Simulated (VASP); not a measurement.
Output of a VASP run:

OSZICAR:
```
       N       E                     dE             d eps       ncg     rms          rms(c)
DAV:   1     0.258527237762E+03    0.25853E+03   -0.19375E+04  2944   0.313E+03
DAV:   2    -0.558890972047E+02   -0.31442E+03   -0.30682E+03  2538   0.653E+02
DAV:   3    -0.927115895178E+02   -0.36822E+02   -0.35326E+02  2730   0.140E+02
DAV:   4    -0.941437925398E+02   -0.14322E+01   -0.14176E+01  2738   0.286E+01
DAV:   5    -0.941864526581E+02   -0.42660E-01   -0.42633E-01  3112   0.516E+00    0.149E+01
DAV:   6    -0.838667738845E+02    0.10320E+02   -0.11287E+01  2568   0.290E+01    0.794E+00
DAV:   7    -0.838688925939E+02   -0.21187E-02   -0.14089E+00  2622   0.105E+01    0.401E+00
DAV:   8    -0.839135210351E+02   -0.44628E-01   -0.46799E-01  2566   0.583E+00    0.259E+00
DAV:   9    -0.838977787317E+02    0.15742E-01   -0.11929E-01  2566   0.338E+00    0.963E-01
DAV:  10    -0.838881028857E+02    0.96758E-02   -0.46308E-02  2714   0.166E+00    0.190E-01
DAV:  11    -0.838945854455E+02   -0.64826E-02   -0.14321E-02  2594   0.786E-01    0.861E-02
DAV:  12    -0.838955518846E+02   -0.96644E-03   -0.83278E-04  2634   0.228E-01    0.285E-02
DAV:  13    -0.838955735956E+02   -0.21711E-04   -0.92693E-05  2652   0.866E-02    0.696E-03
DAV:  14    -0.838955624727E+02    0.11123E-04   -0.71440E-05  2516   0.716E-02    0.599E-03
DAV:  15    -0.838955854223E+02   -0.22950E-04   -0.15914E-05  2514   0.366E-02    0.138E-03
DAV:  16    -0.838955831552E+02    0.22671E-05   -0.10651E-06  2728   0.104E-02    0.100E-03
DAV:  17    -0.838955841534E+02   -0.99817E-06   -0.23661E-07  1776   0.472E-03    0.640E-04
DAV:  18    -0.838955838054E+02    0.34796E-06   -0.75222E-08  1332   0.265E-03    0.344E-04
DAV:  19    -0.838955843434E+02   -0.53805E-06   -0.16976E-08  1296   0.118E-03    0.134E-04
DAV:  20    -0.838955841686E+02    0.17485E-06   -0.23993E-09  1266   0.446E-04    0.258E-05
DAV:  21    -0.838955841770E+02   -0.83801E-08   -0.79038E-10  1258   0.235E-04
   1 F= -.83895584E+02 E0= -.83895584E+02  d E =0.000000E+00
       N       E                     dE             ncg
       N       E                     dE             ncg
```

OUTCAR:
```
------------------------ aborting loop because EDIFF is reached ----------------------------------------
  FORCE on cell =-STRESS in cart. coord.  units (eV):
  Direction    XX          YY          ZZ          XY          YZ          ZX
  --------------------------------------------------------------------------------------
  Total       -0.0282775     -0.0282775     -0.0282775      0.0000000      0.0000000      0.0000000
  in kB       -0.7648991     -0.7648991     -0.7648991      0.0000000      0.0000000      0.0000000
  external PRESSURE =      -0.7648991 kB  Pullay stress =       0.0000000 kB
  volume of cell :       59.23
      direct lattice vectors                 reciprocal lattice vectors
     0.000000000  3.093896451  3.093896451    -0.161608511  0.161608511  0.161608511
     3.093896451  0.000000000  3.093896451     0.161608511 -0.161608511  0.161608511
     3.093896451  3.093896451  0.000000000     0.161608511  0.161608511 -0.161608511
 POSITION                                       TOTAL-FORCE (eV/Angst)
 -----------------------------------------------------------------------------------
      0.00000      0.00000      0.00000        -0.000000     -0.000000     -0.000000
      3.09390      3.09390      3.09390        -0.000000     -0.000000     -0.000000
      1.54695      1.54695      1.54695         0.000000      0.000000     -0.000000
      4.64084      4.64084      4.64084        -0.000000      0.000000      0.000000
 -----------------------------------------------------------------------------------
    total drift:                                0.000000     -0.000000     -0.000000
  FREE ENERGIE OF THE ION-ELECTRON SYSTEM (eV)
  ---------------------------------------------------
  free  energy   TOTEN  =       -83.8955841770 eV

  energy  without entropy=      -83.8955841770  energy(sigma->0) =      -83.89558418

 total charge

# of ion       s       p       d       tot
------------------------------------------
    1        1.068   1.081  10.070  12.219
    2        0.465   0.440   8.675   9.580
    3        0.462   0.484   8.608   9.554
    4        0.462   0.484   8.608   9.554
--------------------------------------------------
tot          2.457   2.489  35.961  40.907

 Electric field gradients after diagonalization (V/A^2)
 (convention: |V_zz| > |V_xx| > |V_yy|)
----------------------------------------------------------------------
 ion       V_xx      V_yy      V_zz     asymmetry (V_yy - V_xx)/ V_zz
----------------------------------------------------------------------
   1       0.006     0.006    -0.012       0.000
   2       0.001     0.001    -0.002       0.000
   3       0.001     0.001    -0.002       0.000
   4       0.001     0.001    -0.002       0.000
```
(Selected blocks of OUTCAR.)

**POSCAR**
```
GePd3
1
    0.0000000000     3.0938964509     3.0938964509
    3.0938964509     0.0000000000     3.0938964509
    3.0938964509     3.0938964509     0.0000000000
Ge Pd
1 3
Direct
  0.0000000000   0.0000000000   0.0000000000
  0.5000000000   0.5000000000   0.5000000000
  0.2500000000   0.2500000000   0.2500000000
  0.7500000000   0.7500000000   0.7500000000
```

### Question
Reconstruct the remaining input files.

### Answer
Several could match; the one computed here: the input of the run itself, r2SCAN meta-GGA, plane waves, VASP's PBE PAW potentials (set 64).

KPOINTS_OPT:
```
k-points along high-symmetry lines
10
Line-mode
Reciprocal
  0.000000   0.000000   0.000000 ! GAMMA
  0.500000   0.000000   0.500000 ! X

  0.500000   0.000000   0.500000 ! X
  0.625000   0.250000   0.625000 ! U

  0.375000   0.375000   0.750000 ! K
  0.000000   0.000000   0.000000 ! GAMMA

  0.000000   0.000000   0.000000 ! GAMMA
  0.500000   0.500000   0.500000 ! L

  0.500000   0.500000   0.500000 ! L
  0.500000   0.250000   0.750000 ! W

  0.500000   0.250000   0.750000 ! W
  0.500000   0.000000   0.500000 ! X
```

File KPOINTS:
```
Automatic mesh
0
Gamma
10 10 10
0 0 0
```

**INCAR**
```
SYSTEM = GePd3
PREC = Accurate
ENCUT = 400
EDIFF = 1E-7
NELM = 100
ALGO = Normal
LREAL = .FALSE.
LASPH = .TRUE.
ISMEAR = -5
METAGGA = R2SCAN
LMIXTAU = .TRUE.
LMAXMIX = 4
LWAVE = .FALSE.
LCHARG = .FALSE.
LORBIT = 11
NEDOS = 601
ISIF = 2
LEFG = .TRUE.
```

POTCAR, in this order: Ge_d Pd (PBE.64 set). Program: vasp_std.

For a metal the tetrahedron method with Blöchl corrections gives inexact stress and forces.

The structure was generated: GePd3 was put into the D03 type (Fm-3m), which need not be its known phase. It was relaxed first, which changed the volume by -9 %.
